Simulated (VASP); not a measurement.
Consider the following.

```
CELL_PARAMETERS angstrom
      4.14964     0.00000     0.00000
     -2.07482     3.59369     0.00000
      0.00000     0.00000     6.80462
ATOMIC_POSITIONS crystal
  In 0.66667 0.33333 0.50010
  In 0.33333 0.66667 0.00010
  P  0.66667 0.33333 0.87490
  P  0.33333 0.66667 0.37490
```

The numbers are results of PBEsol GGA, VASP's PBE PAW potentials (set 64) (plane waves; VASP), not measurements. Run with 400 eV cut-off, Gaussian smearing of 0.050 eV, potentials In_d P.

Unless said otherwise, spin-orbit coupling is left out, though it shifts the bands of the heavy elements here.

**Question.** Predict the band gap (along the path) with the smallest direct gap where there is one.

**Answer.** 
```
Property                                Value
------------------------------------  -------
band gap (along the path)             0.64 eV
smallest direct gap (along the path)  0.64 eV
```

Total energies compare only between runs with the same potentials, cut-off and functional.

The structure comes from a computed database's InP entry (P6_3mc); how it stands against other phases isn't given here. It was relaxed first.
